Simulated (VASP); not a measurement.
All values below come from PBE GGA with D3 dispersion (zero damping), VASP's PBE PAW potentials (set 64) (plane waves; VASP).

The input files of a VASP run:

**KPOINTS**
```
Automatic mesh
0
G
 12 12 7
```

**POSCAR**
```
Sc
1
    1.6381718733    -2.8373968323     0.0000000000
    1.6381718733     2.8373968323    -0.0000000000
   -0.0000000000    -0.0000000000     5.0813501823
Sc
2
Direct
  0.3333330000   0.6666670000   0.2500000000
  0.6666670000   0.3333330000   0.7500000000
```

INCAR:
```
! general
SYSTEM   =  Sc
PREC     =  Accurate
ENCUT    =  520
LREAL    =  F
LASPH    =  T

! electronic loop
EDIFF    =  1E-6
NELM     =  100
ALGO     =  Normal
LMAXMIX  =  4

! smearing
ISMEAR   =  1
SIGMA    =  0.1

! functional
GGA      =  PE
IVDW     =  11

! ions
IBRION   =  2
NSW      =  60
ISIF     =  3
EDIFFG   =  -0.01

! output
LWAVE    =  F
LCHARG   =  F
```

POTCAR, in this order: Sc_sv (PBE.64 set). Program: vasp_std.

Output

OSZICAR:
```
       N       E                     dE             d eps       ncg     rms          rms(c)
DAV:   1     0.390215580219E+03    0.39022E+03   -0.11010E+04  2288   0.157E+03
DAV:   2     0.101280726898E+02   -0.38009E+03   -0.37477E+03  3153   0.657E+02
DAV:   3    -0.133822063153E+02   -0.23510E+02   -0.22972E+02  3799   0.188E+02
DAV:   4    -0.137856361641E+02   -0.40343E+00   -0.40112E+00  3384   0.223E+01
DAV:   5    -0.137946030116E+02   -0.89668E-02   -0.89087E-02  3832   0.314E+00    0.791E+00
DAV:   6    -0.126483581500E+02    0.11462E+01   -0.26424E+00  2854   0.217E+01    0.241E+00
DAV:   7    -0.124941740237E+02    0.15418E+00   -0.67297E-01  2931   0.100E+01    0.841E-01
DAV:   8    -0.124842048935E+02    0.99691E-02   -0.23678E-02  3185   0.231E+00    0.217E-01
DAV:   9    -0.124831429788E+02    0.10619E-02   -0.60942E-03  2956   0.985E-01    0.211E-02
DAV:  10    -0.124831541848E+02   -0.11206E-04   -0.11500E-04  3860   0.169E-01    0.665E-03
DAV:  11    -0.124831507470E+02    0.34378E-05   -0.18872E-06  2427   0.229E-02    0.217E-03
DAV:  12    -0.124831519504E+02   -0.12034E-05   -0.49780E-07  1812   0.158E-02    0.916E-04
DAV:  13    -0.124831516864E+02    0.26393E-06   -0.16563E-07  1609   0.819E-03
   1 F= -.13055304E+02 E0= -.13055225E+02  d E =-.130553E+02
       N       E                     dE             d eps       ncg     rms          rms(c)
DAV:   1    -0.124844076771E+02   -0.12557E-02   -0.20335E-02  2945   0.299E+00    0.141E-01
DAV:   2    -0.124840929877E+02    0.31469E-03   -0.19895E-03  3347   0.852E-01    0.548E-02
DAV:   3    -0.124840368013E+02    0.56186E-04   -0.18774E-04  3805   0.197E-01    0.218E-02
DAV:   4    -0.124840320506E+02    0.47507E-05   -0.12711E-05  3603   0.499E-02    0.415E-03
DAV:   5    -0.124840321674E+02   -0.11678E-06   -0.68118E-07  1525   0.163E-02
   2 F= -.13055344E+02 E0= -.13055269E+02  d E =-.396439E-04
```

File OUTCAR:
```
------------------------ aborting loop because EDIFF is reached ----------------------------------------
 Edisp (eV)   -0.57131
  FORCE on cell =-STRESS in cart. coord.  units (eV):
  Direction    XX          YY          ZZ          XY          YZ          ZX
  --------------------------------------------------------------------------------------
  Total       0.00620     0.00620    -0.01049    -0.00000    -0.00000    -0.00000
  in kB       0.20993     0.20993    -0.35536    -0.00000    -0.00000    -0.00000
  external pressure =        0.02 kB  Pullay stress =        0.00 kB
  volume of cell :       47.30
      direct lattice vectors                 reciprocal lattice vectors
     1.639526655 -2.839743383 -0.000000000     0.304966070 -0.176072248 -0.000000000
     1.639526655  2.839743383 -0.000000000     0.304966070  0.176072248 -0.000000000
     0.000000000 -0.000000000  5.079276667     0.000000000  0.000000000  0.196878427
 POSITION                                       TOTAL-FORCE (eV/Angst)
 -----------------------------------------------------------------------------------
      1.63953      0.94658      1.26982         0.000000     -0.000000      0.000000
      1.63953     -0.94658      3.80946        -0.000000      0.000000      0.000000
 -----------------------------------------------------------------------------------
    total drift:                                0.000000      0.000682     -0.000014
  FREE ENERGIE OF THE ION-ELECTRON SYSTEM (eV)
  ---------------------------------------------------
  free  energy   TOTEN  =       -13.0553435575 eV

  energy  without entropy=      -13.0551202059  energy(sigma->0) =      -13.05526911

 reached required accuracy - stopping structural energy minimisation
```
(Selected blocks of OUTCAR.)

### CONTCAR
```
Sc
   1.00000000000000
     1.6395266549240772   -2.8397433826981882   -0.0000000000000000
     1.6395266549240772    2.8397433826981882   -0.0000000000000000
     0.0000000000000000   -0.0000000000000000    5.0792766674086725
  Sc
     2
Direct
     0.3333330000000032    0.6666669999999968    0.2500000000000000
     0.6666669999999968    0.3333330000000032    0.7500000000000000
```

OUTCAR:
```
 val. band max:        3.9236619774   @ k =   0.4167   0.0000   0.4286

 cond. band min:       3.9301164793   @ k =   0.1667   0.0833   0.0000


 Fermi energy:         3.9267675708

 k-point     1 :       0.0000    0.0000    0.0000
  band No.  band energies     occupation
      1     -45.3920      2.00000
      2     -45.3057      2.00000
      3     -24.2574      2.00000
      4     -23.8694      2.00000
      5     -23.8694      2.00000
      6     -23.7915      2.00000
      7     -23.7915      2.00000
      8     -23.7522      2.00000
      9      -1.2786      2.00000
     10       2.2410      2.00000
     11       4.6762     -0.00000
     12       5.5555     -0.00000
     13       5.5555     -0.00000
     14       5.8707     -0.00000
     15       6.0405      0.00000

 k-point     2 :       0.0833    0.0000    0.0000
  band No.  band energies     occupation
      1     -45.3882      2.00000
      2     -45.3045      2.00000
      3     -24.2469      2.00000
      4     -23.8888      2.00000
      5     -23.8763      2.00000
      6     -23.8121      2.00000
      7     -23.7939      2.00000
      8     -23.7573      2.00000
      9      -1.1224      2.00000
     10       2.3690      2.00000
     11       4.5221     -0.00000
     12       5.2845     -0.00000
     13       5.6703     -0.00000
     14       5.9366      0.00000
     15       6.0674      0.00000

 k-point     3 :       0.1667   -0.0000    0.0000
  band No.  band energies     occupation
      1     -45.3775      2.00000
      2     -45.3014      2.00000
      3     -24.2171      2.00000
      4     -23.9423      2.00000
      5     -23.8944      2.00000
      6     -23.8671      2.00000
      7     -23.8008      2.00000
      8     -23.7724      2.00000
      9      -0.6698      2.00000
     10       2.7087      2.00000
     11       4.1699     -0.00314
     12       4.8201     -0.00000
     13       5.7001     -0.00000
     14       5.9495      0.00000
     15       5.9815      0.00000
...
```

The compound is Sc in the hcp structure. This run relaxes it. Symmetry was kept, so distortions that lower it aren't found. The start is the result of an earlier pass.
